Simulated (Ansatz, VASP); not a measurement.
# TiOs: VASP beside Ansatz, part 2 of 2

Wanted: the spread between two codes on one cell, functional and k mesh. The cell is taken from a series of runs on this material, whose earlier steps may have relaxed, scaled, displaced or heated it; both programs get it as it stands.

VASP 6.6.1 and Ansatz 0.2.0.

So far: The structure; VASP: relaxation of cell and atoms, PBEsol; Ansatz: relaxation of cell and atoms, PBEsol; Comparison.

## Step 5: VASP: zone-centre phonons, PBEsol

Level of this step: PBEsol; plane waves and PAW (Ti_sv, Os) (VASP).

Second derivatives magnify differences that forces hide, and they need a tight electronic threshold.

INCAR reads:

```
SYSTEM = TiOs
PREC = Accurate
ENCUT = 600
EDIFF = 1E-08
NELM = 120
ISMEAR = 1
SIGMA = 0.2
LREAL = .FALSE.
ALGO = Normal
GGA = PS
NBANDS = 16
LASPH = .TRUE.
LORBIT = 11
LWAVE = .FALSE.
LCHARG = .FALSE.
ISIF = 2
IBRION = 8
GGA_COMPAT = .FALSE.
KPAR = 2
```

POSCAR reads:

```
TiOs
1.0
    3.0617155614      0.0000000000      0.0000000000
    0.0000000000      3.0617155614      0.0000000000
    0.0000000000      0.0000000000      3.0617155614
Ti Os
1 1
Direct
    0.5000000000      0.5000000000      0.5000000000
    0.0000000000      0.0000000000      0.0000000000
```

KPOINTS reads:

```
Automatic mesh
0
Gamma
16 16 16
0 0 0
```

PAW data sets: Ti_sv and Os (PBE family, release 64).

The run is started by

```console
$ mpirun -np 2 vasp_std
```

Numbers of over 12 decimals in the logs are rounded to 6 here.

Log:

```text
[banner, memory and clock lines left out]
running    2 mpi-ranks, on    1 nodes
[...]
[... a notice as in an earlier step ...]

 LDA part: xc-table for (Slater+PW92), standard interpolation
 POSCAR, INCAR and KPOINTS ok, starting setup
[...]
entering main loop
       N       E                     dE             d eps       ncg     rms          rms(c)
DAV:   1     0.190096635400E+03    0.19010E+03   -0.11468E+04  5328   0.160E+03
DAV:   2    -0.758337050576E+01   -0.19768E+03   -0.19058E+03  5728   0.435E+02
DAV:   3    -0.236220547113E+02   -0.16039E+02   -0.15771E+02  8864   0.111E+02
DAV:   4    -0.241979826323E+02   -0.57593E+00   -0.57525E+00  5784   0.171E+01
[...]
DAV:  15    -0.220235339960E+02    0.43257E-07   -0.12096E-07  6744   0.336E-03    0.461E-04
DAV:  16    -0.220235339815E+02    0.14474E-07   -0.49081E-09  2904   0.840E-04    0.205E-04
DAV:  17    -0.220235339876E+02   -0.60691E-08   -0.98456E-10  2728   0.358E-04
   1 F= -.22023534E+02 E0= -.22023516E+02  d E =-.544157E-04
[...]
RMM:  28    -0.620045454632E+00   -0.92282E-08   -0.40445E-07 21089   0.314E-04    0.303E-05
RMM:  29    -0.620045463448E+00   -0.88159E-08   -0.45887E-07 11450   0.292E-04    0.318E-05
RMM:  30    -0.620045467611E+00   -0.41630E-08   -0.42655E-07 18923   0.273E-04    0.335E-05
 first order change of Fermi-energy   0.42726E-03
 force on displaced ion       1 direction 1 :  -7.712  -0.000   0.000
 Linear response progress:
  Degree of freedom:   2/  2
       N       E                     dE             d eps       ncg     rms          rms(c)
RMM:   1    -0.208570904683E+00   -0.20857E+00   -0.98198E-02 25594   0.255E+00
RMM:   2    -0.209541182772E+00   -0.97028E-03   -0.49034E-03 23074   0.504E-01    0.191E-01
RMM:   3    -0.209189115964E+00    0.35207E-03   -0.96162E-04 25961   0.164E-01    0.114E-01
RMM:   4    -0.209448603691E+00   -0.25949E-03   -0.56724E-04 24562   0.145E-01    0.130E-02
[...]
RMM:  11    -0.209467542982E+00    0.95085E-07    0.93453E-08 30685   0.408E-04    0.352E-05
RMM:  12    -0.209467634627E+00   -0.91645E-07   -0.57671E-08 28810   0.209E-04    0.461E-06
RMM:  13    -0.209467638965E+00   -0.43378E-08   -0.55933E-09 31296   0.102E-04    0.721E-06
 first order change of Fermi-energy  -0.39759E-03
 force on displaced ion       2 direction 1 :  -7.687  -0.000   0.000
 Linear response finished
```

From OUTCAR (step 5):

```text
  Total        0.0026115      0.0026115      0.0026115     -0.0000000     -0.0000000     -0.0000000
  in kB        0.1457839      0.1457839      0.1457839     -0.0000000     -0.0000000     -0.0000000
  external PRESSURE =       0.1457839 kB  Pullay stress =       0.0000000 kB

 POSITION                                       TOTAL-FORCE (eV/Angst)
 -----------------------------------------------------------------------------------
      1.53086      1.53086      1.53086         0.000000      0.000000      0.000000
      0.00000      0.00000      0.00000         0.000000      0.000000      0.000000
 -----------------------------------------------------------------------------------
    total drift:                                0.000000      0.000000     -0.000000

[... 1 part as in an earlier step ...]

[... 1 further part left out ...]
```

## Step 6: Ansatz: zone-centre phonons, PBEsol

The same cell, functional, mesh and smearing now go to Ansatz, which takes its cutoff from its data sets.

The cell is taken from a series of runs on this material, whose earlier steps may have relaxed, scaled, displaced or heated it; both programs get it as it stands.

input.yaml reads:

```yaml
crystal:
  lattice:
    - [3.0617155614, 0.0, 0.0]
    - [0.0, 3.0617155614, 0.0]
    - [0.0, 0.0, 3.0617155614]
  atoms:
    - { symbol: Ti, position: [0.5, 0.5, 0.5] }
    - { symbol: Os, position: [0.0, 0.0, 0.0] }
kpoints:
  mp_grid: { grid: [16, 16, 16] }
hamiltonian:
  xc: pbesol
  pseudopotentials: { kind: paw, azcp: { folder: soft_1 }, xc_functional: pbe }
scf:
  occupations: { method: methfessel_paxton, width: 0.2 }
output:
  eigenvalues: true
phonons:
  method: dfpt
```

The run is started by

```console
$ ansatz run input.yaml --threads 4 --pin off --max-ram 10240MiB --backend cpu --events-out ev --progress --plain --runs-dir out
```

Log:

```text
[...]
Crystal: 2 atoms, lattice volume = 28.701 Å³
Basis set: ecut = 420 eV, 587 PW (Γ), exchange–correlation on 48×48×48 points (8 copies of the dense FFT grid, shifted against one another)
Bands: 18, of which v1, the nominal top of the filled ones, is band 14 counted from 1 (13 counted from 0)
Symmetry: 48 space group operations
k-points: 405 of 4096 (irreducible under 8 space group operations, time reversal used)
[...]
k mesh reduced under 8 symmetry operations, with k and −k counted as one. Each operation leaves every solved perturbation unchanged. A smaller set is not used because it would not reduce the number of displacements times k-points to solve
  ASR residual: 4.058e-5 → 0.000e0 eV/Å²; symmetrization residual: 6.321e-6 eV/Å²
  ASR residual per site (eV/Å²): 2.64e-5 4.06e-5
  Γ frequencies (cm⁻¹): 0.00 0.00 0.00 233.83 233.83 233.83
  non-analytic LO–TO correction: not included (Born effective charges unavailable; polar crystals: no LO–TO splitting at Γ)
[key lines of the parts left out:]
SCF converged after 9 iterations
Free energy (F): -13727.638817 eV
Fermi energy:    20.565026 eV
```

## Step 7: Side by side

What differs besides the data sets and the points named for the pairs above, as far as they apply: the data sets hold 28 valence electrons in Ansatz (on its PAW soft_1 files) and 20 in VASP. Total energies have different zeros and are not compared.

Compared:

```csv
quantity,Ansatz,VASP,difference
optical mode 1 to 3 (cm⁻¹),233.8,234.1,-0.10 %
```

Modes are paired by rising frequency, not by their patterns, so a pair may set unlike modes beside each other; they are those without the splitting of longitudinal modes.

## Step 8: Summary of results

```
difference in volume (relaxation of cell and atoms, PBEsol)                                                          : -0.0044 %
r.m.s. difference of the optical zone-centre modes, each program's sorted by frequency (zone-centre phonons, PBEsol) : 0.24 cm⁻¹
```

What this shows: The difference in volume is -0.0044 % (relaxation of cell and atoms, PBEsol), within the 1.2 % picked in this series as the mark of a large difference, as far as the stopping tolerances let one tell. The data sets hold unlike numbers of valence electrons (28 in Ansatz and 20 in VASP), so part of the differences comes from the potentials. Such differences can come from data sets, numerical settings and the points named under the comparisons, not from the functional's error against experiment.

[Lines on the potential files, build, host, timing and source positions are cut from VASP's logs without a mark.]

[Logs are printed without paths, hosts, clocks, repeated set-up lines and the standing remarks that a program may print on its own settings, such as how far it seeks lower states.]

[Hosts, paths, dates, database ids (printed as entryN), source tags and the programs' standing remarks are cut or masked in the printed files.]
